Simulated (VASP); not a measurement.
Write the native input for VASP 6.6.1 that does the following.

| Property | Result |
| --- | --- |
| Task | single point |
| Functional | PBE |
| Potentials or basis | VASP PAW PBE potentials, release 64 (K_sv, Si, Te) |
| Cutoff | 520 eV |
| k mesh | 8 × 8 × 4 |
| Occupations | fermi-dirac, width 0.05 eV |
| Spin | no spin polarisation |
| Further INCAR settings | ALGO = Normal; EDIFF = 1e-07; NBANDS = 20 |

The structure of KSiTe2 lies in POSCAR:

```
KSiTe2
1.0
    4.1198900000      0.0000000000      0.0000000000
   -2.0599400000      3.5679300000      0.0000000000
    0.0000000000      0.0000000000      8.3186500000
K Si Te
1 1 2
Direct
    0.0000000000      0.0000000000      0.5000000000
    0.0000000000      0.0000000000      0.0000000000
    0.6666700000      0.3333300000      0.8146100000
    0.3333300000      0.6666700000      0.1853900000
```

The cell was built by a generator and needn't be a form met in nature.

These files were run (other wordings do the same):

INCAR

```
SYSTEM = KSiTe2
ALGO = Normal
EDIFF = 1E-7
ENCUT = 520
GGA = PE
ISIF = 2
ISMEAR = -1
LASPH = .TRUE.
LCHARG = .FALSE.
LREAL = .FALSE.
LWAVE = .FALSE.
NBANDS = 20
NELM = 80
PREC = Accurate
SIGMA = 0.05
```

KPOINTS

```
k-points
0
G
  8 8 4
  0 0 0
```

Potentials or basis: VASP PAW PBE potentials, release 64 (K_sv, Si, Te).

Command:

```bash
$ cat potpaw_PBE.64/K_sv/POTCAR potpaw_PBE.64/Si/POTCAR potpaw_PBE.64/Te/POTCAR > POTCAR
$ mpirun -np 1 vasp_std > vasp.out
```

It gave:

```
Pressure               : 0.0 GPa
Band gap on the k mesh : none (metal or under the smearing width)
```

It took 2.4 min on 1 thread of Intel(R) Xeon(R) Platinum 8488C (Sapphire Rapids), on a shared host, peak memory 0.37 GiB.
